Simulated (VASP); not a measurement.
A convergence study with VASP on GaAs (zinc blende): one setting is varied, all else stays as given below, so the limit is that of these other settings.

```xyz
2
Lattice="0.0000 2.8250 2.8250 2.8250 0.0000 2.8250 2.8250 2.8250 0.0000" Properties=species:S:1:pos:R:3 pbc="T T T"
Ga     0.0000     0.0000     0.0000
As     1.4125     1.4125     1.4125
```

Calculation: PBEsol GGA, VASP's PBE PAW potentials (set 64) (plane waves; VASP). The tightest run used: 550 eV cut-off, 17×17×17 Γ-centred mesh, tetrahedra with Blöchl corrections, potentials Ga_d As.

Gaps are read on the run's mesh, which can miss a band edge.

```json
[
 {"setting": "3×3×3 mesh", "E (eV/atom)": "-4.2433", "pressure (GPa)": "1.71", "gap on the mesh (eV)": "0.437", "irreducible k-points": "4"},
 {"setting": "4×4×4 mesh", "E (eV/atom)": "-4.4526", "pressure (GPa)": "0.76", "gap on the mesh (eV)": "0.456", "irreducible k-points": "8"},
 {"setting": "5×5×5 mesh", "E (eV/atom)": "-4.5127", "pressure (GPa)": "0.53", "gap on the mesh (eV)": "0.464", "irreducible k-points": "10"},
 {"setting": "6×6×6 mesh", "E (eV/atom)": "-4.5328", "pressure (GPa)": "0.45", "gap on the mesh (eV)": "0.467", "irreducible k-points": "16"},
 {"setting": "7×7×7 mesh", "E (eV/atom)": "-4.5404", "pressure (GPa)": "0.46", "gap on the mesh (eV)": "0.469", "irreducible k-points": "20"},
 {"setting": "8×8×8 mesh", "E (eV/atom)": "-4.5435", "pressure (GPa)": "0.46", "gap on the mesh (eV)": "0.470", "irreducible k-points": "29"},
 {"setting": "9×9×9 mesh", "E (eV/atom)": "-4.5449", "pressure (GPa)": "0.48", "gap on the mesh (eV)": "0.470", "irreducible k-points": "35"}
]
```

Task: These are the cheaper rows. Estimate the results at 17×17×17 mesh, and how far the last row shown lies from them.

Result: 
| quantity | tightest run | last row shown is off by |
|---|---|---|
| E (eV/atom) | -4.5462 | 0.0013 |
| pressure (GPa) | 0.50 | -0.02 |
| gap on the mesh (eV) | 0.471 | -0.001 |

Left out are rungs that failed or repeat a setting and relaxations that didn't move; long series are thinned to 24 rows.

The compound is GaAs in the zinc blende structure. The cell was not relaxed at this level.
